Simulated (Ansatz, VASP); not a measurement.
## Cross-check of KZnF3 between VASP and Ansatz

Aim: how closely do two programs agree when they are given the same cell, functional and k mesh? The cell is taken from a series of runs on this material, whose earlier steps may have relaxed or scaled it; both programs get it as it stands.

Method: plane waves, with VASP 6.6.1 beside it; single point at LDA and single point at r2SCAN, in Ansatz 0.2.0.

## Step 1: Set-up

Symmetry: Pm-3m, No. 221, cubic system. The conventional cell has a = 4.001 Å, b = 4.001 Å, c = 4.001 Å, α = 90.00°, β = 90.00°, γ = 90.00°. Nearest to Zn lie 6 F at 2.00 Å. K has 12 F at 2.83 Å nearest. F has 2 Zn at 2.00 Å and 4 K at 2.83 Å nearest. Farther neighbours and most contacts between anions are not listed.

Coordinates:

```cif
data_structure
_symmetry_space_group_name_H-M 'P 1'
_symmetry_Int_Tables_number 1
_cell_length_a 4.0014
_cell_length_b 4.0014
_cell_length_c 4.0014
_cell_angle_alpha 90.000
_cell_angle_beta 90.000
_cell_angle_gamma 90.000
_cell_volume 64.07
loop_
_atom_site_label
_atom_site_type_symbol
_atom_site_fract_x
_atom_site_fract_y
_atom_site_fract_z
_atom_site_occupancy
Zn1 Zn 0.50000 0.50000 0.50000 1
K2 K 0.00000 0.00000 0.00000 1
F3 F 0.50000 0.00000 0.50000 1
F4 F 0.00000 0.50000 0.50000 1
F5 F 0.50000 0.50000 0.00000 1
```

## Step 2: VASP: single point, LDA

With cell and atoms fixed, the geometry can't cause a difference; cores, projectors, grids and the points listed under the comparison can.

Lines of VASP's logs that name or quote its potential files are left out, and so is its time.

INCAR reads:

```
SYSTEM = KZnF3
PREC = Accurate
ENCUT = 520
EDIFF = 1E-06
NELM = 100
ISMEAR = 0
SIGMA = 0.03
LREAL = .FALSE.
ALGO = Normal
GGA = PW92
NBANDS = 27
LORBIT = 11
LWAVE = .FALSE.
LCHARG = .FALSE.
KPAR = 2
ISIF = 2
```

POSCAR reads:

```
KZnF3
1.0
    4.0014311700      0.0000000000      0.0000000000
    0.0000000000      4.0014311700      0.0000000000
    0.0000000000      0.0000000000      4.0014311700
Zn K F
1 1 3
Direct
    0.5000000000      0.5000000000      0.5000000000
    0.0000000000      0.0000000000      0.0000000000
    0.5000000000      0.0000000000      0.5000000000
    0.0000000000      0.5000000000      0.5000000000
    0.5000000000      0.5000000000      0.0000000000
```

KPOINTS reads:

```
Automatic mesh
0
Gamma
6 6 6
0 0 0
```

PAW data sets: Zn, K_sv and F (LDA family, release 64).

The run is started by

```bash
> mpirun -np 2 vasp_std
```

Numbers of over 12 decimals in the logs are rounded to 6 here.

Log:

```text
[banner, memory and clock lines left out]
running    2 mpi-ranks, on    1 nodes
 distrk:  each k-point on    1 cores,    2 groups
 distr:  one band on    1 cores,    1 groups

 POSCAR found type information on POSCAR ZnK F
 POSCAR found :  3 types and       5 ions
|                                                                             |
|               ----> ADVICE to this user running VASP <----                  |
|                                                                             |
|     You enforced a specific xc type in the INCAR file but a different       |
|     [... a line on the potential file left out ...]
|     I HOPE YOU KNOW WHAT YOU ARE DOING!                                     |
|                                                                             |

 LDA part: xc-table for (Slater(with rela. corr.)+PW92), standard interpolation
 POSCAR, INCAR and KPOINTS ok, starting setup
 FFT: planning ... GRIDC
 FFT: planning ... GRID_SOFT
 FFT: planning ... GRID
 WAVECAR not read
 entering main loop
       N       E                     dE             d eps       ncg     rms          rms(c)
DAV:   1     0.450084853458E+03    0.45008E+03   -0.22584E+04  1080   0.189E+03
DAV:   2     0.151525839514E+02   -0.43493E+03   -0.41778E+03  1238   0.480E+02
DAV:   3    -0.241073351738E+02   -0.39260E+02   -0.39009E+02  1251   0.153E+02
DAV:   4    -0.251533643291E+02   -0.10460E+01   -0.10434E+01  1776   0.233E+01
DAV:   5    -0.251630614247E+02   -0.96971E-02   -0.96906E-02  1362   0.190E+00    0.117E+01
DAV:   6    -0.231368898558E+02    0.20262E+01   -0.64456E+00  1628   0.371E+01    0.764E+00
DAV:   7    -0.231580497594E+02   -0.21160E-01   -0.12545E+00  1197   0.743E+00    0.483E+00
DAV:   8    -0.231461501247E+02    0.11900E-01   -0.47808E-01  1546   0.122E+01    0.154E+00
DAV:   9    -0.231146242121E+02    0.31526E-01   -0.78773E-02  1637   0.791E+00    0.543E-01
DAV:  10    -0.231117142113E+02    0.29100E-02   -0.56547E-02  1590   0.527E+00    0.213E-01
DAV:  11    -0.231116440397E+02    0.70172E-04   -0.76921E-03  1373   0.919E-01    0.104E-01
DAV:  12    -0.231116584343E+02   -0.14395E-04   -0.35758E-04  1266   0.176E-01    0.826E-02
DAV:  13    -0.231115438817E+02    0.11455E-03   -0.60981E-04  1647   0.752E-01    0.654E-03
DAV:  14    -0.231115519603E+02   -0.80786E-05   -0.84283E-05  1210   0.842E-02    0.914E-03
DAV:  15    -0.231115509281E+02    0.10322E-05   -0.38366E-06  1199   0.155E-02    0.411E-03
DAV:  16    -0.231115508411E+02    0.86991E-07   -0.46852E-07   693   0.598E-03
   1 F= -.23111551E+02 E0= -.23111551E+02  d E =-.107122E-12
```

OUTCAR, selected parts (step 2):

```text
ion  position               nearest neighbor table
   1  0.500  0.500  0.500-   3 2.00   4 2.00   5 2.00   5 2.00   3 2.00   4 2.00
   2  0.000  0.000  0.000-   3 2.83   4 2.83   5 2.83   3 2.83   4 2.83   4 2.83   5 2.83   4 2.83
                             3 2.83   5 2.83   3 2.83   5 2.83
   3  0.500  0.000  0.500-   1 2.00   1 2.00   2 2.83   2 2.83   2 2.83   2 2.83
   4  0.000  0.500  0.500-   1 2.00   1 2.00   2 2.83   2 2.83   2 2.83   2 2.83
   5  0.500  0.500  0.000-   1 2.00   1 2.00   2 2.83   2 2.83   2 2.83   2 2.83

  LATTYP: Found a simple cubic cell.
 ALAT       =     4.0014311700

 Subroutine GETGRP returns: Found 48 space group operations
 (whereof 48 operations were pure point group operations)

The static configuration has the point symmetry O_h .

 Found     20 irreducible k-points:

   k-points           NKPTS =     20   k-points in BZ     NKDIM =     20   number of bands    NBANDS=     27

   dimension x,y,z NGX =    30 NGY =   30 NGZ =   30
   dimension x,y,z NGXF=    60 NGYF=   60 NGZF=   60

   ENCUT  =  520.0 eV  38.22 Ry    6.18 a.u.   7.44  7.44  7.44*2*pi/ulx,y,z

   NELECT =      42.0000    total number of electrons

 k-points in reciprocal lattice and weights: Automatic mesh
   0.00000000  0.00000000  0.00000000       0.005
   0.16666667  0.00000000  0.00000000       0.028
   0.33333333  0.00000000  0.00000000       0.028
   0.50000000  0.00000000  0.00000000       0.014
   0.16666667  0.16666667  0.00000000       0.056
   0.33333333  0.16666667  0.00000000       0.111
   0.50000000  0.16666667  0.00000000       0.056
   0.33333333  0.33333333  0.00000000       0.056
   0.50000000  0.33333333  0.00000000       0.056
[...]
0.50000000  0.50000000  0.33333333       0.028
   0.50000000  0.50000000  0.50000000       0.005

 average (electrostatic) potential at core
       1 -37.8034       2 -34.3996       3 -78.0590       4 -78.0590       5 -78.0590

 E-fermi :  -0.6765

 k-point     1 :       0.0000    0.0000    0.0000
  band No.  band energies     occupation
    ...
     17      -3.0720      2.00000
     18      -3.0720      2.00000
     19      -2.8322      2.00000
     20      -2.8322      2.00000
     21      -2.8322      2.00000
     22       2.8779      0.00000
     23       7.4967      0.00000
     24       7.4967      0.00000
     25       8.3332      0.00000
     26      10.0118      0.00000
    ...

 k-point     2 :       0.1667    0.0000    0.0000
  band No.  band energies     occupation
    ...
     17      -3.0291      2.00000
     18      -3.0291      2.00000
     19      -2.8064      2.00000
     20      -2.8062      2.00000
     21      -2.8062      2.00000
     22       3.4364      0.00000
     23       7.7331      0.00000
     24       7.7411      0.00000
     25       8.6236      0.00000
     26      10.0440      0.00000
    ...

 k-point     3 :       0.3333    0.0000    0.0000
  band No.  band energies     occupation
    ...
     17      -3.0220      2.00000
     18      -3.0220      2.00000
     19      -2.7004      2.00000
     20      -2.7004      2.00000
     21      -2.5886      2.00000
     22       4.7563      0.00000
     23       7.7382      0.00000
     24       8.2583      0.00000
     25       9.7381      0.00000
     26      10.0970      0.00000
    ...

  Total       -0.5812845     -0.5812845     -0.5812845      0.0000000      0.0000000     -0.0000000
  in kB      -14.5362795    -14.5362795    -14.5362795      0.0000000      0.0000000     -0.0000000
  external PRESSURE =     -14.5362795 kB  Pullay stress =       0.0000000 kB

  energy-cutoff  :      520.00
  volume of cell :       64.07
      direct lattice vectors                 reciprocal lattice vectors
     4.001431170  0.000000000  0.000000000     0.249910584  0.000000000  0.000000000
     0.000000000  4.001431170  0.000000000     0.000000000  0.249910584  0.000000000
     0.000000000  0.000000000  4.001431170     0.000000000  0.000000000  0.249910584

 POSITION                                       TOTAL-FORCE (eV/Angst)
 -----------------------------------------------------------------------------------
      2.00072      2.00072      2.00072         0.000000      0.000000      0.000000
      0.00000      0.00000      0.00000         0.000000      0.000000      0.000000
      2.00072      0.00000      2.00072         0.000000      0.000000      0.000000
      0.00000      2.00072      2.00072         0.000000      0.000000      0.000000
      2.00072      2.00072      0.00000         0.000000      0.000000      0.000000
 -----------------------------------------------------------------------------------
    total drift:                                0.000000      0.000000     -0.000000

  FREE ENERGIE OF THE ION-ELECTRON SYSTEM (eV)
  ---------------------------------------------------
  free  energy   TOTEN  =       -23.1115508411 eV

  energy  without entropy=      -23.1115508411  energy(sigma->0) =      -23.11155084

 total charge
# of ion       s       p       d       tot
------------------------------------------
    1        0.365   0.414   9.971  10.750
    2        1.953   5.567   0.027   7.547
    3        1.725   4.347   0.000   6.072
    4        1.725   4.347   0.000   6.072
    5        1.725   4.347   0.000   6.072
--------------------------------------------------
tot          7.492  19.024   9.998  36.513

[... 3 further parts left out ...]
```

The run ends at a pressure of -1.45 GPa.

## Step 3: Ansatz: single point, LDA

Ansatz runs on its default PAW (the set named soft_2) files.

The same cell, functional (in two slightly different forms), mesh and smearing now go to Ansatz, which takes its cutoff from its data sets.

input.yaml reads:

```yaml
crystal:
  lattice:
    - [4.00143117, 0.0, 0.0]
    - [0.0, 4.00143117, 0.0]
    - [0.0, 0.0, 4.00143117]
  atoms:
    - { symbol: Zn, position: [0.5, 0.5, 0.5] }
    - { symbol: K, position: [0.0, 0.0, 0.0] }
    - { symbol: F, position: [0.5, 0.0, 0.5] }
    - { symbol: F, position: [0.0, 0.5, 0.5] }
    - { symbol: F, position: [0.5, 0.5, 0.0] }
hamiltonian:
  xc: lda
  pseudopotentials: { kind: paw }
kpoints:
  mp_grid: { grid: [6, 6, 6] }
scf:
  occupations: { method: gaussian, width: 0.03 }
  n_extra_bands: 5
output:
  forces: true
  stress: true
  eigenvalues: true
```

The run is started by

```bash
> ansatz run input.yaml --threads 2 --pin off --max-ram 4608MiB --backend cpu --events-out ev --progress --plain --runs-dir out
```

Log:

```text
scf.n_extra_bands = 5 over 21 filled bands (N_el = 42.0): the run solves 26 bands
Engine: ansatz 0.2.0, aarch64-unknown-linux-gnu
Pseudopotentials: kind: paw
Pseudopotential: Zn, paw, valence charge 12, recommended cutoff 420 eV (normal), Zn.paw.azcp
Pseudopotential: K, paw, valence charge 9, recommended cutoff 420 eV (normal), K.paw.azcp
Pseudopotential: F, paw, valence charge 7, recommended cutoff 420 eV (normal), F.paw.azcp
Functional definition: SPW92
  exchange = slater_x
  correlation = pw_c
Crystal: 5 atoms, lattice volume = 64.069 Å³
Basis set: ecut = 420 eV, 1237 PW (Γ)
Bands: 26, of which v1, the nominal top of the filled ones, is band 21 counted from 1 (20 counted from 0)
Symmetry: 48 space group operations
Space group: Pm-3m (ITA 221), of the structure as read, at distance tolerance 4.0e-5 Å
k-points: 20 of 216
Non-local potential: Zn, projectors of the file, l = 0: 2, l = 1: 2, l = 2: 3, l = 3: 1
Non-local potential: K, projectors of the file, l = 0: 3, l = 1: 2, l = 2: 2
Non-local potential: F, projectors of the file, l = 0: 2, l = 1: 2, l = 2: 1
PAW form: soft (Blöchl's): semilocal exchange-correlation on the pseudo side does not see the compensation charge
PAW frozen core: Zn, regenerated for the run's functional, and the local potential with it (the file was generated under x = pbe(κ = 0.804, μ = 0.219515), c = pbe(β = 0.066725))
PAW frozen core: K, regenerated for the run's functional, and the local potential with it (the file was generated under x = pbe(κ = 0.804, μ = 0.219515), c = pbe(β = 0.066725))
PAW frozen core: F, regenerated for the run's functional, and the local potential with it (the file was generated under x = pbe(κ = 0.804, μ = 0.219515), c = pbe(β = 0.066725))
PAW one-centre angular grid: Zn, 590 points (default); XC on 64 Gauss nodes
PAW one-centre angular grid: K, 110 points (default); XC on 64 Gauss nodes
PAW one-centre angular grid: F, 110 points (default); XC on 64 Gauss nodes
Initial density: superposition of atomic densities (neutral atoms: chi_scale 0, normalization atom), corrected by the library's trained network
Initial wavefunctions: pseudopotential atomic-orbital guess
Functional: x = slater, c = lda
SCF iter   1: F=—  HF=-7128.485517 eV  |F-HF|=—  |Δ(HF+E_count)|=         —  Δρ=2.11e-2  dr2=1.97e-1  ethr=1.77e-3  ⟨swp⟩=6.2  Hψ=2528  notcnv=0
preconditioner: auto → Resta (q_TF=auto, 2.543 Å⁻¹)  ε∞=4.1  [insulator: Δε(μ)=3.523 eV  Ē_g=17.012 eV  σ=0.030 eV  W_gap=1.00  n_scr=18 (ndim 8)  ℏωp=30.1 eV  f_vac=0.045  D(μ)=0.00/eV (n_scr^D=0)  ε∞_Penn≈4.1]
SCF iter   2: F=—  HF=-7128.427651 eV  |F-HF|=—  |Δ(HF+E_count)|=   5.79e-2  Δρ=5.19e-3  dr2=6.03e-3  ethr=4.69e-4  ⟨swp⟩=2.0  Hψ=1093  notcnv=0  defer=18
SCF iter   3: F=—  HF=-7128.426168 eV  |F-HF|=—  |Δ(HF+E_count)|=   1.48e-3  Δρ=2.43e-3  dr2=2.11e-3  ethr=1.44e-5  ⟨swp⟩=3.0  Hψ=951  notcnv=0  defer=20
SCF iter   4: F=—  HF=-7128.425633 eV  |F-HF|=—  |Δ(HF+E_count)|=   5.35e-4  Δρ=5.45e-4  dr2=1.19e-4  ethr=5.02e-6  ⟨swp⟩=1.6  Hψ=746  notcnv=0  defer=20
SCF iter   5: F=—  HF=-7128.425614 eV  |F-HF|=—  |Δ(HF+E_count)|=   1.95e-5  Δρ=2.03e-4  dr2=1.57e-5  ethr=2.82e-7  ⟨swp⟩=2.0  Hψ=766  notcnv=0  defer=20
SCF iter   6: F=—  HF=-7128.425612 eV  |F-HF|=—  |Δ(HF+E_count)|=   1.61e-6  Δρ=4.27e-5  dr2=1.21e-6  ethr=3.73e-8  ⟨swp⟩=2.0  Hψ=766  notcnv=0  defer=20
SCF iter   7: F=-7128.425612 eV  HF=-7128.425612 eV  |F-HF|=1.52e-8  |Δ(HF+E_count)|=   1.58e-7  Δρ=6.98e-6  dr2=5.83e-8  ethr=2.38e-10  ⟨swp⟩=6.8  Hψ=2302  notcnv=0
SCF 1 converged in 7 iterations: F = -7128.425612 eV  dr2 = 5.83e-8
  greatest PAW one-centre occupation: 0.995 electrons in one spin orbital (limit 2), on the Zn atom at site 0 (counted from 0), in its partial waves of l = 2
SCF converged after 7 iterations
Free energy (F): -7128.425612 eV
Harris-Foulkes:  -7128.425612 eV  (|F-HF|=1.52e-8)
Internal energy: -7128.425612 eV  (E = F + TS)
E sigma→0 (E₀):  -7128.425612 eV
Fermi energy:    6.160744 eV
--- Per-component energies (eV) ---
  E_band       = -149.125593
  E_kinetic    = 1001.950125
  E_local      = -3999.282499  (includes V_loc(G=0)·N_el)
  E_nonlocal   = 869.809360
  E_hartree    = 1570.999791
  E_xc         = -501.454387
  E_vxc        = -518.886529  (∫ρ·V_xc dr)
  E_paw        = -3070.461192  (= ΣΔE_a)
  E_vpaw       = -644.728973  (= ΣTr[D̂ρ^β])
  E_aug_tail   = 0.005638  (compensation charges beyond the density's cutoff)
  E_ewald      = -3002.146844
  E_core_change = 2.154396  (= ΣΔE_core)
  E_smearing   = -0.000000  (= −TS)
  E_closure    = -0.000000  (closes the sum)
  Σ components = -7128.425612   (vs F -7128.425612, Δ=0.00e0)
--- Forces (eV/Å), atoms counted from 1 ---
  atom   1  Zn     0.00000000    -0.00000000     0.00000000
  atom   2  K     -0.00000000     0.00000000    -0.00000000
  atom   3  F     -0.00000000    -0.00000000    -0.00000000
  atom   4  F      0.00000000     0.00000000     0.00000000
  atom   5  F      0.00000000     0.00000000     0.00000000
  max |Σ_I F_I| component: 7.42e-29 eV/Å
--- Stress (GPa, compression-positive) ---
       -1.930235       0.000000       0.000000
       -0.000000      -1.930235       0.000000
        0.000000       0.000000      -1.930235
  P = ⅓ Tr σ = -1.9302 GPa (-19.302 kbar)
--- Band table (eV; the first three rows and the last of 20) ---
  k-point 0: bands = [... 17 lower, 2.0596, 2.2966, 2.2966, 2.2966, 8.0265, 12.6541, 12.6541, 13.4747, ... 1 higher]
  k-point 1: bands = [... 17 lower, 2.0999, 2.3134, 2.3206, 2.3206, 8.5833, 12.8868, 12.8962, 13.7637, ... 1 higher]
  k-point 2: bands = [... 17 lower, 2.1075, 2.4221, 2.4221, 2.5214, 9.8997, 12.8841, 13.4080, 14.8710, ... 1 higher]
  k-point 19: bands = [... 17 lower, 2.6873, 2.6873, 4.2948, 4.2948, 12.5080, 12.5080, 12.5080, 14.6459, ... 1 higher]
```

The run ends at a pressure of -1.93 GPa.

## Step 4: Side by side

Known differences besides the PAW data sets themselves: the cutoff is 420 eV in Ansatz and 520 eV in VASP; Ansatz makes its cores anew for this functional, VASP keeps those of its LDA data sets. Total energies have different zeros and are not compared.

The two programs side by side:

| quantity | Ansatz | VASP | difference |
| --- | --- | --- | --- |
| pressure (GPa) | -1.93 | -1.45 | -0.48 |
| gap on the k mesh (eV) | 3.732 | 3.698 | +0.034 |

Ansatz's pressure holds a Pulay correction of 0.87 GPa; VASP's holds none.

## Step 5: What moves the difference

How far does this hang on the set-up? Further runs change one program's set-up at a time, as the table lists.

| run | difference in gap on the k mesh (eV) |
| --- | --- |
| as above | 0.034 |
| VASP with the data sets Zn_sv_GW, K_sv_GW and F_GW, a cutoff of 780 eV and GGA = CA, the Perdew-Zunger form of LDA | -0.030 |
| VASP with the data sets Zn, K_sv and F_h, a cutoff of 1240 eV and GGA = CA, the Perdew-Zunger form of LDA | 0.041 |

[end of part 1 of 2]

[Lines on the potential files, build, host, timing and source positions are cut from VASP's logs without a mark.]

[Logs are printed without paths, hosts, clocks, repeated set-up lines and the standing remarks that a program may print on its own settings, such as how far it seeks lower states.]

[Hosts, paths, dates, database ids (printed as entryN), source tags and the programs' standing remarks are cut or masked in the printed files.]
